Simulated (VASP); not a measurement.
Here is the system:

```
CELL_PARAMETERS angstrom
      0.00000     2.43206     2.43206
      2.43206     0.00000     2.43206
      2.43206     2.43206     0.00000
ATOMIC_POSITIONS crystal
  B  0.00000 0.00000 0.00000
  As 0.25000 0.25000 0.25000
```

Level of theory: HSE06 screened hybrid, VASP's PBE PAW potentials (set 64) (plane waves; VASP). Run with 520 eV cut-off, 8×8×8 Γ-centred mesh, Gaussian smearing of 0.050 eV, potentials B As.

**Question.** Give the stress tensor in GPa (positive for a compressed cell).

**Answer.** 
```
-7.67   0.00   0.00
 0.00  -7.67   0.00
 0.00   0.00  -7.67
```
The pressure is its mean diagonal, -7.67 GPa.

The compound is BAs in the zinc blende structure. This cell is one point of a volume scan, at 1.03 of the reference volume. The cell's shape comes from a PBE relaxation.
